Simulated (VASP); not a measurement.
Wanted: the native input for a VASP 6.6.1 run.

```
Task                   : relaxation of the atoms
Functional             : PBE
Potentials or basis    : VASP PAW PBE potentials, release 64 (Li_sv, B)
Cutoff                 : 520 eV
k mesh                 : 2 × 2 × 2
Occupations            : fermi-dirac, width 0.15 eV
Spin                   : no spin polarisation
Dipole correction      : no
Further INCAR settings : LREAL = Auto; ALGO = Fast; EDIFF = 1e-06; IBRION = 2; EDIFFG = -0.08; NSW = 45
```

The structure of Li16B (a cell with a defect) lies in POSCAR:

```
Li16B
1.0
    6.9800000000      0.0000000000      0.0000000000
    0.0000000000      6.9800000000      0.0000000000
    0.0000000000      0.0000000000      6.9800000000
Li B
16 1
Direct
    0.0000000000      0.0000000000      0.0000000000
    0.5000000000      0.0000000000      0.0000000000
    0.0000000000      0.5000000000      0.0000000000
    0.0000000000      0.0000000000      0.5000000000
    0.2500000000      0.2500000000      0.2500000000
    0.5000000000      0.5000000000      0.0000000000
    0.5000000000      0.0000000000      0.5000000000
    0.7500000000      0.2500000000      0.2500000000
    0.0000000000      0.5000000000      0.5000000000
    0.2500000000      0.7500000000      0.2500000000
    0.2500000000      0.2500000000      0.7500000000
    0.5000000000      0.5000000000      0.5000000000
    0.7500000000      0.7500000000      0.2500000000
    0.7500000000      0.2500000000      0.7500000000
    0.2500000000      0.7500000000      0.7500000000
    0.7500000000      0.7500000000      0.7500000000
    0.1233430000      0.2478318000     -0.0062596000
```

The cell was built by a generator and needn't be a form met in nature.

One way to write it, as run:

INCAR

```
PREC = Accurate
ENCUT = 520
EDIFF = 1E-6
ISMEAR = -1
SIGMA = 0.15
LREAL = Auto
LASPH = T
NELM = 100
ALGO = Fast
ISIF = 2
LWAVE = F
LCHARG = F
GGA = PE
IBRION = 2
NSW = 45
EDIFFG = -0.08
```

KPOINTS

```
regular mesh
0
Gamma
  2 2 2
```

Potentials or basis: VASP PAW PBE potentials, release 64 (Li_sv, B).

The run is started by

```bash
$ cat potpaw_PBE.64/Li_sv/POTCAR potpaw_PBE.64/B/POTCAR > POTCAR
$ mpirun -np 1 vasp_std > vasp.out
```

It gave:

```json
{
  "Energy gained by relaxing": "59.7 meV/atom",
  "Ionic steps": "17",
  "Largest force after relaxing": "0.066 eV/Å",
  "Band gap on the k mesh": "none (metal or under the smearing width)"
}
```

Caveat: the k mesh is coarse (spacing up to 0.45 Å⁻¹), so the values aren't converged; the relaxation stopped at a loose force limit of 0.08 eV/Å, so its end isn't a converged minimum.

It took 47 min on 1 thread of AMD EPYC 9R45 (Zen 5), with other jobs on the host, peak memory 0.41 GiB.
